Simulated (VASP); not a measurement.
```
WS2
1.0
    1.59486    -2.76238     0.00000
    1.59486     2.76238     0.00000
    0.00000     0.00000    12.41698
W S
2 4
Direct
  0.33333   0.66667   0.25000
  0.66667   0.33333   0.75000
  0.33333   0.66667   0.87840
  0.66667   0.33333   0.37840
  0.66667   0.33333   0.12160
  0.33333   0.66667   0.62160
```

Computed with LDA (Ceperley-Alder, Perdew-Zunger), VASP's LDA PAW potentials (set 64) (plane waves; VASP 6.6.1). Settings: 520 eV cut-off, 8×8×2 Γ-centred mesh, Gaussian smearing of 0.050 eV, potentials W_sv S.

Question: The ions and cell shape at fixed volume are relaxed. Predict the relaxed structure.

Answer: 
```
WS2
1.0
    1.57102    -2.72109     0.00000
    1.57102     2.72109     0.00000
    0.00000     0.00000    12.79663
W S
2 4
Direct
  0.33333   0.66667   0.25000
  0.66667   0.33333   0.75000
  0.33333   0.66667   0.87198
  0.66667   0.33333   0.37198
  0.66667   0.33333   0.12802
  0.33333   0.66667   0.62802
```
Space group P6_3/mmc (194), at a tolerance of 0.03 Å.

Question: How much energy does the relaxation gain?

Answer: The energy (σ→0) changes by -24.8 meV/atom, in 8 ionic steps.

| step | E(σ→0) (eV) | max force (eV/Å) | pressure (GPa) | volume (Å³) |
|---|---|---|---|---|
| 1 | -52.3425 | 0.974 | -9.18 | 109.41 |
| 2 | -52.4310 | 0.007 | -4.54 | 109.41 |
| 3 | -52.4313 | 0.070 | -4.84 | 109.41 |
| 4 | -52.4754 | 0.013 | -3.18 | 109.41 |
| 5 | -52.4913 | 0.050 | -1.17 | 109.41 |
| 6 | -52.4914 | 0.047 | -1.29 | 109.41 |
| 7 | -52.4915 | 0.038 | -1.69 | 109.41 |
| 8 | -52.4916 | 0.000 | -1.51 | 109.41 |

The compound is WS2 in the 2H layered structure. This cell is one point of a volume scan, at 1.06 of the reference volume. Symmetry was kept, so distortions that lower it aren't found.
